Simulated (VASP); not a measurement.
A VASP calculation is set up with these files.

File POSCAR:
```
SnPbS2
1.0
  2.0561997178   1.1871471607   6.7192195079
 -2.0561997178   1.1871471607   6.7192195079
  0.0000000000  -2.3742952825   6.7192195045
Sn Pb S
1 1 2
Cartesian
  0.0000000000  -0.0000004806  10.0788292602
  0.0000000000   0.0000000000   0.0000000000
 -0.0000000000  -0.0000002376   4.9839300118
  0.0000000000  -0.0000007235  15.1737285085
```

**INCAR**
```
SYSTEM = SnPbS2
PREC = Accurate; ENCUT = 400; LREAL = .FALSE.
LASPH = .TRUE.
EDIFF = 1E-6; NELM = 100; ALGO = Normal
LMAXMIX = 4
ISMEAR = 0; SIGMA = 0.05
GGA = PS
IBRION = 2; NSW = 60; ISIF = 3
EDIFFG = -0.02
LWAVE = .FALSE.; LCHARG = .FALSE.
```

File KPOINTS:
```
kpoints
0
Gamma
 6 6 6
0 0 0
```

POTCAR, in this order: Sn_d Pb_d S (PBE.64 set). Program: vasp_std.

**Question.** Translate this PBEsol calculation to Quantum ESPRESSO's pw.x.

**Answer.** One equivalent input (not run):
```
&CONTROL
  calculation = 'vc-relax'
  pseudo_dir = './pseudo'
  outdir = './out'
  tprnfor = .true.
  tstress = .true.
  nstep = 60
  forc_conv_thr = 0.00078
/
&SYSTEM
  ibrav = 0
  nat = 4
  ntyp = 3
  ecutwfc = 72
  occupations = 'smearing'
  smearing = 'gaussian'
  degauss = 0.003675
  input_dft = 'pbesol'
/
&ELECTRONS
  conv_thr = 7.3e-08
  electron_maxstep = 100
/
&IONS
/
&CELL
/
ATOMIC_SPECIES
  Sn 118.710 Sn.upf
  Pb 207.200 Pb.upf
  S 32.060 S.upf
CELL_PARAMETERS angstrom
     2.0561997    1.1871472    6.7192195
    -2.0561997    1.1871472    6.7192195
     0.0000000   -2.3742953    6.7192195
ATOMIC_POSITIONS crystal
  Sn   0.5000000  0.5000000  0.5000000
  Pb   0.0000000  0.0000000  0.0000000
  S    0.2472475  0.2472475  0.2472475
  S    0.7527525  0.7527525  0.7527525
K_POINTS automatic
  6 6 6 0 0 0
```
Limits of the translation: the potentials are each code's own (VASP's PAW set, PseudoDojo norm-conserving files in pw.x), so ENCUT and ecutwfc are chosen apart and not converted; conv_thr bounds pw.x's estimated SCF error, while EDIFF bounds the energy change between steps; forc_conv_thr acts on force components and is met together with etot_conv_thr.

The structure comes from a computed database's SnPbS2 entry (R-3m); how it stands against other phases isn't given here. This run relaxes it. Symmetry was kept, so distortions that lower it aren't found. The start is the result of an earlier pass.
